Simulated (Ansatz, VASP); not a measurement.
# Si2Ni: VASP beside Ansatz, part 2 of 2

Aim: how closely do two programs agree when they are given the same cell, functional and k mesh?

VASP 6.6.1 and Ansatz 0.2.0.

So far. Step 2 (Ansatz: single point, PBEsol): The run ends at a pressure of -1.84 GPa.

### 6. VASP: single point, LDA, volume scaled by 0.96

Level of this step: LDA, zero-moment start; plane waves and PAW (Ni, Si) (VASP).

A single point gives forces, pressure and levels at one fixed geometry, so differences don't come from the geometry; what else differs is listed under the comparison. The cell compared in this pair holds 36.76 Å³, against 39.50 Å³ for the pair before.

The input asks for a relaxation, which ended at its first step since no free force or stress exceeded the threshold; so it serves as a single point.

File INCAR:

```
SYSTEM = Si2Ni
PREC = Accurate
ENCUT = 500
EDIFF = 1E-07
NELM = 100
ISMEAR = 0
SIGMA = 0.05
LREAL = .FALSE.
ALGO = Normal
GGA = CA
NBANDS = 16
ISPIN = 2
MAGMOM = 0 0 0
LASPH = .TRUE.
LMAXMIX = 4
LORBIT = 11
LWAVE = .FALSE.
LCHARG = .FALSE.
KPAR = 4
IBRION = 2
NSW = 50
ISIF = 4
EDIFFG = -0.003
```

File POSCAR:

```
Si2Ni
1.0
    0.0000000000      2.6391344039      2.6391344039
    2.6391344039      0.0000000000      2.6391344039
    2.6391344039      2.6391344039      0.0000000000
Ni Si
1 2
Direct
    0.0000000000      0.0000000000      0.0000000000
    0.2500000000      0.2500000000      0.2500000000
    0.7500000000      0.7500000000      0.7500000000
```

File KPOINTS:

```
Automatic mesh
0
Gamma
12 12 12
0 0 0
```

PAW data sets: Ni and Si (LDA family, release 64).

Started as:

```bash
> mpirun -np 4 vasp_std
```

Numbers of over 12 decimals in the logs are rounded to 6 here.

The log of the run:

```text
[banner, memory and clock lines left out]
running    4 mpi-ranks, on    1 nodes
[...]
LDA part: xc-table for (Slater(with rela. corr.)+CA(PZ))
 , standard interpolation
 POSCAR, INCAR and KPOINTS ok, starting setup
[...]
entering main loop
       N       E                     dE             d eps       ncg     rms          rms(c)
DAV:   1     0.626958130756E+02    0.62696E+02   -0.76542E+03  4656   0.114E+03
DAV:   2    -0.186284072790E+02   -0.81324E+02   -0.74023E+02  5120   0.215E+02
DAV:   3    -0.219394124215E+02   -0.33110E+01   -0.32681E+01  6088   0.472E+01
DAV:   4    -0.219922643810E+02   -0.52852E-01   -0.52834E-01  5480   0.581E+00
[...]
DAV:  14    -0.198637546361E+02    0.51775E-06   -0.32102E-06  6152   0.444E-02    0.477E-03
DAV:  15    -0.198637545286E+02    0.10752E-06   -0.56237E-07  5040   0.118E-02    0.175E-03
DAV:  16    -0.198637545003E+02    0.28271E-07   -0.32012E-08  2760   0.354E-03
   1 F= -.19863755E+02 E0= -.19863259E+02  d E =-.198638E+02  mag=    -0.0000
[...]
reached required accuracy - stopping structural energy minimisation
```

From OUTCAR (step 6):

```text
  Total        1.6906634      1.6906634      1.6906634      0.0000000     -0.0000000      0.0000000
  in kB       73.6806120     73.6806120     73.6806120      0.0000000     -0.0000000      0.0000000
  external PRESSURE =      73.6806120 kB  Pullay stress =       0.0000000 kB

 POSITION                                       TOTAL-FORCE (eV/Angst)
 -----------------------------------------------------------------------------------
      0.00000      0.00000      0.00000        -0.000000     -0.000000     -0.000000
      1.31957      1.31957      1.31957         0.000000      0.000000      0.000000
      3.95870      3.95870      3.95870        -0.000000     -0.000000     -0.000000
 -----------------------------------------------------------------------------------
    total drift:                               -0.000000     -0.000000      0.000000

  FREE ENERGIE OF THE ION-ELECTRON SYSTEM (eV)
  ---------------------------------------------------
  free  energy   TOTEN  =       -19.8637545003 eV

  energy  without entropy=      -19.8627639777  energy(sigma->0) =      -19.86325924

 reached required accuracy - stopping structural energy minimisation

 magnetization (x)
# of ion       s       p       d       tot
------------------------------------------
    1       -0.000  -0.000  -0.000  -0.000
    2       -0.000  -0.000   0.000  -0.000
    3       -0.000  -0.000   0.000  -0.000
--------------------------------------------------
tot         -0.000  -0.000  -0.000  -0.000

[... 3 further parts left out ...]
[key lines of the parts left out:]
E-fermi :  11.4873
```

### 7. Ansatz: single point, LDA, volume scaled by 0.96

The same cell, functional (in two slightly different forms), mesh and smearing now go to Ansatz, which takes its cutoff from its data sets.

The cell is a member of a volume series, scaled by 0.96 from a relaxed one, so a pressure remains.

File input.yaml:

```yaml
crystal:
  lattice:
    - [0.0, 2.6391344, 2.6391344]
    - [2.6391344, 0.0, 2.6391344]
    - [2.6391344, 2.6391344, 0.0]
  atoms:
    - { symbol: Ni, position: [0.0, 0.0, 0.0] }
    - { symbol: Si, position: [0.25, 0.25, 0.25] }
    - { symbol: Si, position: [0.75, 0.75, 0.75] }
hamiltonian:
  xc: lda
  pseudopotentials: { kind: paw }
magnetization:
  spin_polarized: true
kpoints:
  mp_grid: { grid: [12, 12, 12] }
scf:
  occupations: { method: gaussian, width: 0.05 }
  n_extra_bands: 6
output:
  forces: true
  stress: true
  eigenvalues: true
  write_density: true
  write_potential: true
  elf: true
  volumetric_format: npy
```

Started as:

```bash
> ansatz run input.yaml --threads 2 --pin off --max-ram 4608MiB --backend cpu --events-out ev --progress --plain --runs-dir out
```

The log of the run:

```text
[...]
Crystal: 3 atoms, lattice volume = 36.763 Å³
Basis set: ecut = 420 eV, 725 PW (Γ)
Bands: 19, of which v1, the nominal top of the filled ones, is band 13 counted from 1 (12 counted from 0)
Symmetry: 48 space group operations
[...]
k-points: 72 of 1728
[...]
k-point 1 ↑: bands = [... 9 lower, 10.3434, 14.0909, 15.1614, 15.4965, 15.4965, 17.1193, 17.1193, 17.9050, ... 2 higher]
  k-point 2 ↑: bands = [... 9 lower, 10.2990, 12.7494, 14.7779, 14.7779, 15.3164, 17.3501, 17.3501, 18.4378, ... 2 higher]
  k-point 71 ↓: bands = [... 9 lower, 10.1645, 10.2665, 10.7492, 11.6016, 16.6852, 16.6852, 18.8638, 19.6373, ... 2 higher]
[key lines of the parts left out:]
SCF converged after 13 iterations
Magnetization: 0.0000 μB (13.0000 up, 13.0000 down)
Free energy (F): -6992.046762 eV
Fermi energy:    14.354381 eV
P = ⅓ Tr σ = 7.2234 GPa (72.234 kbar)
```

Run time: 4.3 s. Hardware: 2 threads of Arm Neoverse V1, shared host; peak memory 0.38 GiB; 8 s of CPU time.

The run ends at a pressure of 7.22 GPa.

### 8. Side by side

What differs besides the data sets and the points named for the pairs above, as far as they apply: the two LDA forms differ slightly; the cutoff is 420 eV in Ansatz and 500 eV in VASP; VASP's log shows a relativistic correction to its local exchange, Ansatz's none. Total energies have different zeros and are not compared.

The two programs side by side:

```csv
quantity,Ansatz,VASP,difference
pressure (GPa),7.22,7.37,-0.14
pressure without Ansatz's Pulay correction (GPa),7.12,7.37,-0.25
```

Ansatz's pressure holds a Pulay correction of 0.10 GPa; VASP's holds none.

### 9. Other set-ups

Further runs change the set-up of one program: Ansatz's method, potentials or start, or VASP's data sets, cutoff or form of LDA. The table gives Ansatz less VASP for each quantity, since a change that brings one quantity closer may part another.

```csv
run,pressure (GPa)
as above,-0.14
Ansatz's all-electron LAPW method,-0.20
```

### 10. VASP: single point, LDA, volume scaled by 0.9

A single point gives forces, pressure and levels at one fixed geometry, so differences don't come from the geometry; what else differs is listed under the comparison. The cell compared in this pair holds 34.47 Å³, against 36.76 Å³ for the pair before.

The input asks for a relaxation, which ended at its first step since no free force or stress exceeded the threshold; so it serves as a single point.

INCAR is that of step 6.

File POSCAR:

```
Si2Ni
1.0
    0.0000000000      2.5829654696      2.5829654696
    2.5829654696      0.0000000000      2.5829654696
    2.5829654696      2.5829654696      0.0000000000
Ni Si
1 2
Direct
    0.0000000000      0.0000000000      0.0000000000
    0.2500000000      0.2500000000      0.2500000000
    0.7500000000      0.7500000000      0.7500000000
```

KPOINTS is that of step 6.

Started as:

```bash
> mpirun -np 4 vasp_std
```

The log of the run:

```text
[... set-up lines as in an earlier step ...]
 entering main loop
       N       E                     dE             d eps       ncg     rms          rms(c)
DAV:   1     0.649628955072E+02    0.64963E+02   -0.76939E+03  4656   0.116E+03
DAV:   2    -0.183448508364E+02   -0.83308E+02   -0.76598E+02  5192   0.221E+02
DAV:   3    -0.218173474815E+02   -0.34725E+01   -0.34096E+01  5992   0.490E+01
DAV:   4    -0.218715675969E+02   -0.54220E-01   -0.54199E-01  5472   0.591E+00
[...]
DAV:  13    -0.196537731770E+02    0.14709E-05   -0.15866E-06  7016   0.285E-02    0.793E-03
DAV:  14    -0.196537725925E+02    0.58451E-06   -0.17494E-06  6256   0.331E-02    0.291E-03
DAV:  15    -0.196537726413E+02   -0.48789E-07   -0.31880E-07  4328   0.398E-03
   1 F= -.19653773E+02 E0= -.19653290E+02  d E =-.196538E+02  mag=     0.0000
[...]
reached required accuracy - stopping structural energy minimisation
```

From OUTCAR (step 10):

```text
  Total        4.8913987      4.8913987      4.8913987      0.0000000      0.0000000      0.0000000
  in kB      227.3829245    227.3829245    227.3829245      0.0000000      0.0000000      0.0000000
  external PRESSURE =     227.3829245 kB  Pullay stress =       0.0000000 kB

 POSITION                                       TOTAL-FORCE (eV/Angst)
 -----------------------------------------------------------------------------------
      0.00000      0.00000      0.00000        -0.000000     -0.000000      0.000000
      1.29148      1.29148      1.29148         0.000000      0.000000      0.000000
      3.87445      3.87445      3.87445        -0.000000     -0.000000     -0.000000
 -----------------------------------------------------------------------------------
    total drift:                               -0.000000     -0.000000      0.000000

  FREE ENERGIE OF THE ION-ELECTRON SYSTEM (eV)
  ---------------------------------------------------
  free  energy   TOTEN  =       -19.6537726413 eV

  energy  without entropy=      -19.6528066569  energy(sigma->0) =      -19.65328965

[... 3 parts as in an earlier step ...]

[... 2 further parts left out ...]
[key lines of the parts left out:]
E-fermi :  12.6572
```

### 11. Ansatz: single point, LDA, volume scaled by 0.9

The same cell, functional (in two slightly different forms), mesh and smearing now go to Ansatz, which takes its cutoff from its data sets.

The cell is a member of a volume series, scaled by 0.9 from a relaxed one, so a pressure remains.

input.yaml, the sections that differ from step 7:

```yaml
crystal:
  lattice:
    - [0.0, 2.58296547, 2.58296547]
    - [2.58296547, 0.0, 2.58296547]
    - [2.58296547, 2.58296547, 0.0]
  atoms:
    - { symbol: Ni, position: [0.0, 0.0, 0.0] }
    - { symbol: Si, position: [0.25, 0.25, 0.25] }
    - { symbol: Si, position: [0.75, 0.75, 0.75] }
output:
  forces: true
  stress: true
  eigenvalues: true
# hamiltonian, magnetization, kpoints, scf: as in step 7
```

Started as:

```bash
> ansatz run input.yaml --threads 2 --pin off --max-ram 4608MiB --backend cpu --events-out ev --progress --plain --runs-dir out
```

The log of the run:

```text
[...]
Crystal: 3 atoms, lattice volume = 34.466 Å³
Basis set: ecut = 420 eV, 645 PW (Γ)
Bands: 19, of which v1, the nominal top of the filled ones, is band 13 counted from 1 (12 counted from 0)
Symmetry: 48 space group operations
[...]
k-points: 72 of 1728
[...]
k-point 1 ↑: bands = [... 9 lower, 11.1791, 15.4657, 16.6893, 16.7039, 16.7039, 18.3887, 18.3887, 19.2505, ... 2 higher]
  k-point 2 ↑: bands = [... 9 lower, 11.1322, 13.8619, 15.9506, 15.9506, 16.9496, 18.7032, 18.7032, 19.8675, ... 2 higher]
  k-point 71 ↓: bands = [... 9 lower, 11.0416, 11.1330, 11.6396, 12.5876, 18.0759, 18.0759, 20.0286, 20.9598, ... 2 higher]
[key lines of the parts left out:]
SCF converged after 14 iterations
Magnetization: 0.0000 μB (13.0000 up, 13.0000 down)
Free energy (F): -6991.839775 eV
Fermi energy:    15.711514 eV
P = ⅓ Tr σ = 22.5935 GPa (225.935 kbar)
```

Elapsed: 3.3 s, on 2 threads; peak memory 0.37 GiB.

The run ends at a pressure of 22.59 GPa.

### 12. Differences

Compared:

```csv
quantity,Ansatz,VASP,difference
pressure (GPa),22.59,22.74,-0.14
pressure without Ansatz's Pulay correction (GPa),22.47,22.74,-0.26
```

Ansatz's pressure holds a Pulay correction of 0.12 GPa; VASP's holds none.

### 13. Results

```
difference in pressure (single point, PBEsol)                     : -0.31 GPa
difference in pressure (single point, LDA, volume scaled by 0.96) : -0.14 GPa
difference in pressure (single point, LDA, volume scaled by 0.9)  : -0.14 GPa
```

**Reading.** The difference in pressure is -0.31 GPa (single point, PBEsol), within the 1 GPa picked in this series as the mark of a large difference. For single point, PBEsol, no further run moves any of the tabulated differences by more than a quarter of its size. Single point, LDA, volume scaled by 0.96, Ansatz's all-electron LAPW method: the difference in pressure goes from -0.14 to -0.20 GPa. 1 further run of this series is not shown here. How closely two codes agree says nothing of how well the functional describes the real material.

[Lines on the potential files, build, host, timing and source positions are cut from VASP's logs without a mark.]

[Logs are printed without paths, hosts, clocks, repeated set-up lines and the standing remarks that a program may print on its own settings, such as how far it seeks lower states.]

[Hosts, paths, dates, database ids (printed as entryN), source tags and the programs' standing remarks are cut or masked in the printed files.]
